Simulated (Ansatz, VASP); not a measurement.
# Cross-check of Al2O3 (Al2O3 (R-3c)) between VASP and Ansatz, part 2 of 2

One calculation is typed for both programs; each brings its own data sets. How far apart do they land? The cell is taken from a series of runs on this material, whose earlier steps may have relaxed, scaled, displaced or heated it; both programs get it as it stands.

VASP 6.6.1 and Ansatz 0.2.0.

So far. Step 2 (VASP: single point, HSE06): The run ends at a pressure of -2.67 GPa, with forces up to 0.025 eV/Å.

## 3. Ansatz: single point, HSE06

Level of this step: Ansatz beside VASP: Kohn-Sham DFT, plane waves, HSE06 (Ansatz).

Ansatz runs on its PAW soft_1 files.

The same cell, functional and mesh now go to Ansatz.

input.yaml

```yaml
crystal:
  lattice:
    - [2.386652720568, 1.377934589016, 4.33762225]
    - [-2.386652723302, 1.37793459125, 4.337622250794]
    - [5.683353883267e-10, -2.755869186516, 4.337622249206]
  atoms:
    - { symbol: Al, position: [0.647953, 0.647953, 0.647953] }
    - { symbol: Al, position: [0.852047, 0.852047, 0.852047] }
    - { symbol: Al, position: [0.147953, 0.147953, 0.147953] }
    - { symbol: Al, position: [0.352047, 0.352047, 0.352047] }
    - { symbol: O, position: [0.444168, 0.055832, 0.75] }
    - { symbol: O, position: [0.944168, 0.25, 0.555832] }
    - { symbol: O, position: [0.055832, 0.75, 0.444168] }
    - { symbol: O, position: [0.75, 0.444168, 0.055832] }
    - { symbol: O, position: [0.25, 0.555832, 0.944168] }
    - { symbol: O, position: [0.555832, 0.944168, 0.25] }
basis:
  ecutwfc: 420.0
  ecutrho_ratio: 4
  xc_grid: 2
  fft_grid_basis: typed
  precision: f64
kpoints:
  mp_grid: { grid: [4, 4, 4], shift: [0.5, 0.5, 0.5] }
  band_path: { path: [VBM, CBM], npoints: 1 }
hamiltonian:
  xc: hse06
  pseudopotentials:
    kind: paw
    azcp: { folder: soft_1, O: "soft_1/O.paw.azcp", Al: "soft_1/Al.paw.azcp" }
scf:
  max_iter: 80
  occupations: { method: fixed }
output:
  forces: true
checkpoint:
  write: "../host.kms.run"
  compress: false
  write_wavefunctions: true
  write_every: 100000
```

Run with:

```bash
$ ansatz run input.yaml --threads 32 --pin off --max-ram 84787MiB --backend cuda --events-out ev --progress --plain --runs-dir out --max-vram 78GiB
```

Numbers of over 12 decimals in the logs are rounded to 6 here.

The program printed:

```text
Engine: ansatz 0.2.0, aarch64-unknown-linux-gnu
Pseudopotentials: kind: paw
Pseudopotential: Al, paw, valence charge 3, recommended cutoff 420 eV (normal), soft_1/Al.paw.azcp
Pseudopotential: O, paw, valence charge 6, recommended cutoff 420 eV (normal), soft_1/O.paw.azcp
Functional definition: HSE06
  parameter a = 0.25
  parameter omega = 0.11/bohr
  exchange = pbe_x - a*pbe_x_sr(omega) + a*exact_x_sr(omega)
  correlation = pbe_c
davidson cushion auto → on  (no smearing: the cushion is to keep the highest requested band from converging to the state above it; pin scf.eigensolver.cushion to override)
[...]
Crystal: 10 atoms, lattice volume = 85.590 Å³
Basis set: ecut = 420 eV, 1653 PW (Γ), exchange–correlation on 72×72×72 points (8 copies of the dense FFT grid, shifted against one another)
Bands: 34, of which v1, the nominal top of the filled ones, is band 24 counted from 1 (23 counted from 0)
Symmetry: 12 space group operations
Space group: R-3c (ITA 167), of the structure as read, at distance tolerance 4.4e-5 Å
k-points: 10 of 64
Non-local potential: Al, projectors of the file, l = 0: 2, l = 1: 2, l = 2: 1
Non-local potential: O, projectors of the file, l = 0: 2, l = 1: 2, l = 2: 1
PAW form: soft (Blöchl's): semilocal exchange-correlation on the pseudo side does not see the compensation charge
PAW frozen core: Al, regenerated for the run's functional, and the local potential with it (the file was generated under x = pbe(κ = 0.804, μ = 0.219515), c = pbe(β = 0.066725))
PAW frozen core: O, regenerated for the run's functional, and the local potential with it (the file was generated under x = pbe(κ = 0.804, μ = 0.219515), c = pbe(β = 0.066725))
PAW one-centre angular grid: Al, 110 points (default); XC on 64 Gauss nodes
PAW one-centre angular grid: O, 110 points (default); XC on 96 Gauss nodes
Initial density: superposition of atomic densities (chi_scale 0.1, normalization cell, long waves kept (reshape's long-wave potential 0.00 eV rms))
Initial wavefunctions: pseudopotential atomic-orbital guess
[...]
Functional: x = pbe(κ = 0.804, μ = 0.219515), c = pbe(β = 0.066725), warm-up for x = pbe(κ = 0.804, μ = 0.219515) + 0.25 (exact − pbe) at short range (hse, ω = 0.207870 Å⁻¹), c = pbe(β = 0.066725); HSE06 as pw.x's `hse` composes it (authors' and Libxc's form: `xc: wpbeh`)
SCF iter   1: F=—  HF=-5573.268133 eV  |Δ(HF+E_count)|=         —  Δρ=1.31e-1  dr2=1.37e1  Hψ=1227
preconditioner: auto → none  [insulator: Δε(μ)=7.458 eV  Ē_g=18.436 eV  n_scr=20 (ndim 8)  ℏωp=27.8 eV  f_vac=0.000]
SCF iter   2: F=—  HF=-5570.026293 eV  |Δ(HF+E_count)|=    3.24e0  Δρ=6.82e-2  dr2=1.64e0  Hψ=961
[...]
SCF iter   4: F=-5569.627667 eV  HF=-5569.629092 eV  |Δ(HF+E_count)|=   2.19e-2  Δρ=1.87e-3  dr2=2.70e-3  Hψ=1907
SCF 1 stopped early in 4 iterations: F = -5569.627667 eV  dr2 = 2.70e-3
  greatest PAW one-centre occupation: 0.858 electrons in one spin orbital (limit 2), on the O atom at site 9 (counted from 0), in its partial waves of l = 0
[...]
Exchange kernel: α = 0.2500, screened, ω = 0.2079 Å⁻¹, Wigner–Seitz truncation, v(0) = 1043.5142 eV·Å³, q-mesh 4×4×4, nearest image of the exchange supercell L = 19.09 Å, pair-density grid 24×24×24, without the augmentation charges, whose exchange is taken in its separable form by FFT convolution over the k-point mesh (sized by the pseudopotential files, 27×27×32 at the most), smooth part of the exact exchange by den
Frozen-core exchange: fock
SCF iter   1: F=—  HF=-5571.036441 eV  |Δ(HF+E_count)|=         —  Δρ=8.32e-3  dr2=4.19e-2  Hψ=1471
preconditioner: auto → none  [insulator: Δε(μ)=8.349 eV  Ē_g=20.091 eV  n_scr=20 (ndim 8)  ℏωp=27.8 eV  f_vac=0.000]
SCF iter   2: F=—  HF=-5571.022051 eV  |Δ(HF+E_count)|=   1.44e-2  Δρ=2.01e-3  dr2=2.86e-3  Hψ=788
[...]
SCF iter   5: F=-5571.035059 eV  HF=-5571.035060 eV  |Δ(HF+E_count)|=   1.07e-4  Δρ=8.21e-5  dr2=2.19e-6  Hψ=1463
SCF 2 stopped early in 5 iterations: F = -5571.035059 eV  dr2 = 2.19e-6
  Residual-converged pass: ⟨swp⟩=3.0  Hψ=761  notcnv=0  max |occ|·‖R‖ = 6.5e-6 eV (tolerance 6.7e-6 eV)  dr2=2.19e-6  dr2_onsite=1.98e-7  max |Δocc| = 0.0e0
  greatest PAW one-centre occupation: 0.861 electrons in one spin orbital (limit 2), on the O atom at site 9 (counted from 0), in its partial waves of l = 0
hybrid outer 1: dexx = +1.572e-2 eV, tail = 2.86e-5 eV
[...]
Exchange kernel: α = 0.2500, screened, ω = 0.2079 Å⁻¹, Wigner–Seitz truncation, v(0) = 1043.5142 eV·Å³, q-mesh 4×4×4, nearest image of the exchange supercell L = 19.09 Å, pair-density grid 24×24×24, without the augmentation charges, whose exchange is taken in its separable form by FFT convolution over the k-point mesh (sized by the pseudopotential files, 27×27×32 at the most), smooth part of the exact exchange by den
Frozen-core exchange: fock
SCF iter   1: F=—  HF=-5571.035197 eV  |Δ(HF+E_count)|=         —  Δρ=4.96e-5  dr2=7.30e-7  Hψ=802
[...]
SCF iter   2: F=—  HF=-5571.035197 eV  |Δ(HF+E_count)|=   6.17e-7  Δρ=1.73e-5  dr2=1.36e-7  Hψ=1346
SCF iter   3: F=—  HF=-5571.035198 eV  |Δ(HF+E_count)|=   2.42e-7  Δρ=6.30e-6  dr2=2.55e-8  Hψ=1116
SCF iter   4: F=-5571.035198 eV  HF=-5571.035198 eV  |Δ(HF+E_count)|=   4.59e-9  Δρ=2.68e-6  dr2=1.68e-9  Hψ=891
SCF 3 converged in 4 iterations: F = -5571.035198 eV  dr2 = 1.68e-9
  Residual-converged pass: ⟨swp⟩=3.0  Hψ=834  notcnv=0  max |occ|·‖R‖ = 9.5e-7 eV (tolerance 9.9e-7 eV)  dr2=1.67e-9  dr2_onsite=6.60e-10  max |Δocc| = 0.0e0
[...]
hybrid outer 2: dexx = +2.346e-7 eV, tail = 1.07e-8 eV, Δε = 7.47e-4 eV (about 1.80e-5 eV left of the loop's levels), ΔF = 3.24e-3 eV/Å (tail 3.06e-4)
[...]
NSCF: frozen V_eff on 32 k-points, pencils in batches of 32, up to order 152
[...]
NSCF: frozen V_eff on 32 k-points, pencils in batches of 32, up to order 152
[...]
NSCF: frozen V_eff on 32 k-points, pencils in batches of 32, up to order 152
[...]
NSCF: frozen V_eff on 1 k-points
[...]
NSCF: frozen V_eff on 3 k-points
[...]
NSCF: frozen V_eff on 3 k-points
[...]
NSCF: frozen V_eff on 3 k-points
[...]
NSCF: frozen V_eff on 3 k-points
[...]
NSCF: frozen V_eff on 2 k-points
hybrid SCF converged: 2 outer / 9 inner (+4 warm-up), last move |dexx| = 2.35e-7 eV, tail = 1.07e-8 eV
Stability not checked: this state was not tested for a lower state beside it, because the functional holds exact exchange (a hybrid, or Hartree-Fock), whose exchange loop this test does not read (fock_operator; see scf.lower_state_search)
Free energy (F): -5571.035198 eV
Frozen-core exchange: fock
Harris-Foulkes:  -5571.035198 eV  (|F-HF|=1.16e-9)
Internal energy: -5571.035198 eV  (E = F + TS)
E sigma→0 (E₀):  -5571.035198 eV
Fermi energy:    6.274773 eV
--- Per-component energies (eV) ---
  E_band       = -24.601122
  E_kinetic    = 1147.709785
  E_local      = -1970.462133  (includes V_loc(G=0)·N_el)
  E_nonlocal   = 342.133183
  E_hartree    = 753.060212
  E_xc         = -477.693392
  E_vxc        = -544.735842  (∫ρ·V_xc dr)
  E_exx        = -136.250208  (= α·E_x^exact, valence–valence)
  E_paw        = -2837.661633  (= ΣΔE_a)
  E_vpaw       = -232.870500  (= ΣTr[D̂ρ^β])
  E_aug_tail   = 0.004706  (compensation charges beyond the density's cutoff)
  E_ewald      = -2391.536361
  E_core_change = -0.339351  (= ΣΔE_core)
  E_smearing   = -0.000000  (= −TS)
  E_closure    = -0.000005  (closes the sum)
  Σ components = -5571.035198   (vs F -5571.035198, Δ=-9.09e-13)
--- Forces (eV/Å), atoms counted from 1 ---
  atom   1  Al    -0.00000000    -0.00000000     0.03317665
  atom   2  Al     0.00000000     0.00000000    -0.03317665
  atom   3  Al    -0.00000000    -0.00000000     0.03317665
  atom   4  Al     0.00000000     0.00000000    -0.03317665
  atom   5  O     -0.01339130    -0.00000000    -0.00000000
  atom   6  O     -0.00669565    -0.01159720    -0.00000000
  [... 4 more lines of this table ...]
  max |Σ_I F_I| component: 7.52e-18 eV/Å
--- Band table (eV; the first three rows and the last of 10) ---
  k-point 0: bands = ["-14.3888", "-12.1783", "-11.7615", "-11.7615", "-11.4570", "-11.4570", "-0.7136", "0.0962", "0.5506", "0.5506", "1.4794", "1.8791", "1.8791", "2.9329", "3.3312", "4.4411", "4.44
  k-point 1: bands = ["-13.9759", "-12.4664", "-12.0207", "-11.7016", "-11.7006", "-11.4022", "-0.3416", "-0.0424", "0.1428", "1.1727", "1.5333", "2.4017", "2.8111", "3.1293", "3.9359", "4.1113", "4.4
  k-point 2: bands = ["-13.3704", "-13.0798", "-11.9390", "-11.8623", "-11.6492", "-11.5325", "-0.5594", "-0.1341", "0.7420", "0.9697", "2.1201", "2.4804", "2.7402", "3.3129", "3.9130", "4.1180", "4.3
  k-point 9: bands = ["-13.3312", "-13.0856", "-12.1865", "-11.9208", "-11.5198", "-11.4302", "0.0045", "0.5173", "1.0344", "1.1634", "1.9824", "2.3583", "2.8565", "2.8671", "3.2942", "3.5853", "3.961
  guard bands above this table: 4 of the run's 34 bands. The solve was not asked for them (output.publish_guard_bands: true or output.eigenvalues: true publishes all)
```

## 4. Comparison

Known differences besides the potentials themselves: exact exchange at q = 0 is treated differently, which shows on coarse meshes; VASP keeps PBE cores, Ansatz makes them for the functional; fixed occupations in Ansatz, narrow Gaussian smearing in VASP; the cutoff is 420 eV in Ansatz and 520 eV in VASP; VASP takes a coarser grid for exact exchange (PRECFOCK = Fast). Total energies have different zeros and are not compared.

Compared:

```csv
quantity,Ansatz,VASP,difference
gap on the k mesh (eV),8.359,8.334,+0.026
```

At this near-relaxed geometry the largest component of a force difference is 23 meV/Å. A gap on the mesh is an upper bound, since the band edges may lie between its points.

## 5. Outcome

| Quantity | Value |
| --- | --- |
| difference in gap on the k mesh (single point, HSE06) | 0.026 eV |
| r.m.s. force difference (single point, HSE06) | 10.0 meV/Å |

The r.m.s. force difference is 10.0 meV/Å (single point, HSE06), within the 12 meV/Å picked in this series as the mark of a large difference. How closely two codes agree says nothing of how well the functional describes the real material.

[Lines on the potential files, build, host, timing and source positions are cut from VASP's logs without a mark.]

[Logs are printed without paths, hosts, clocks, repeated set-up lines and the standing remarks that a program may print on its own settings, such as how far it seeks lower states.]

[Hosts, paths, dates, database ids (printed as entryN), source tags and the programs' standing remarks are cut or masked in the printed files.]
